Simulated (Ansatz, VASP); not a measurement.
## LiMnCl3: VASP beside Ansatz

```xyz
5
Lattice="4.9886 0.0000 0.0000 0.0000 4.9886 0.0000 0.0000 0.0000 4.9886" Properties=species:S:1:pos:R:3 pbc="T T T"
Li    2.4943    2.4943    2.4943
Mn    0.0000    0.0000    0.0000
Cl    2.4943    0.0000    0.0000
Cl    0.0000    2.4943    0.0000
Cl    0.0000    0.0000    2.4943
```

Alike in both runs: functional PBE; k mesh 4 × 4 × 4; occupations gaussian, width 0.1 eV; collinear spin.

Ansatz relaxed the structure, and its values are those at the end. VASP's run is a single point on that final structure, the one shown.

|  | VASP | Ansatz |
| --- | --- | --- |
| version | VASP 6.6.1 | Ansatz 0.2.0 |
| potentials or method | VASP PAW PBE potentials, release 64 (Li_sv, Mn_pv, Cl) | scalar-relativistic, plane waves, PAW |
| plane-wave cutoff (eV) | 520 | 420 |
| valence electrons in the cell | 37 | 39 |

```csv
,VASP,Ansatz,Ansatz less VASP
gap on the k mesh at the Fermi level (eV),0.90,0.90,-0.001
least direct gap on the mesh (eV),1.54,1.54,+0.001
net moment per atom (μB),1.00,1.00,0.000
size of the moment on the site where the two differ most (μB),4.46,4.35,-0.111
```

Site moments also hang on the region over which each program counts them. The two sets of potentials don't hold the same shells in valence.

Caveats: a cell with one magnetic atom can't hold antiferromagnetic order, which such compounds often take. A k mesh can miss the band edges. PBE gaps usually lie below the measured ones, often by a third to a half.
